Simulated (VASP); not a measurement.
Wanted: the native input for a VASP 6.6.1 run.

| Item | Value |
| --- | --- |
| Task | relaxation of cell and atoms |
| Functional | r2SCAN |
| Potentials or basis | VASP PAW PBE potentials, release 64 (Al, Ni) |
| Cutoff | 600 eV |
| k mesh | 14 × 14 × 14 |
| Occupations | methfessel-paxton, width 0.1 eV |
| Spin | no spin polarisation |
| Further INCAR settings | ALGO = Normal; EDIFF = 1e-06; IBRION = 2; EDIFFG = -0.01; NSW = 90; ISIF = 3 |

The structure of AlNi lies in POSCAR:

```
AlNi
1.0
    2.8810000000      0.0000000000      0.0000000000
    0.0000000000      2.8810000000      0.0000000000
    0.0000000000      0.0000000000      2.8810000000
Al Ni
1 1
Direct
    0.0000000000      0.0000000000      0.0000000000
    0.5000000000      0.5000000000      0.5000000000
```

One way to write it, as run:

INCAR

```
PREC = Accurate
ENCUT = 600
EDIFF = 1E-6
ISMEAR = 1
SIGMA = 0.1
LREAL = False
LASPH = True
NELM = 80
ALGO = Normal
ISIF = 3
LWAVE = False
LCHARG = False
METAGGA = R2SCAN
LMIXTAU = True
IBRION = 2
NSW = 90
EDIFFG = -0.01
```

KPOINTS

```
Automatic mesh
0
Gamma
  14 14 14
```

Potentials or basis: VASP PAW PBE potentials, release 64 (Al, Ni).

The run is started by

```sh
$ cat potpaw_PBE.64/Al/POTCAR potpaw_PBE.64/Ni/POTCAR > POTCAR
$ mpirun -np 1 vasp_std > vasp.out
```

It gave:

```yaml
Relaxed_volume: 11.71 Å³/atom
Relaxed_cell: a = 2.861 Å, b = 2.861 Å, c = 2.861 Å, α = 90.00°, β = 90.00°, γ = 90.00°
Space_group_after_relaxing_to_0.05_Å: Pm-3m (No. 221)
Energy_gained_by_relaxing: 2.6 meV/atom
Ionic_steps: 3
Pressure_after_relaxing: 0.1 GPa
Band_gap_on_the_k_mesh: none (metal or under the smearing width)
```

Caveat: the PAW data sets were made with another functional, which shifts forces and pressure a little.

Wall time 92 s on 1 thread of Intel(R) Xeon(R) 6975P-C (Granite Rapids) (shared host), peak memory 0.18 GiB.
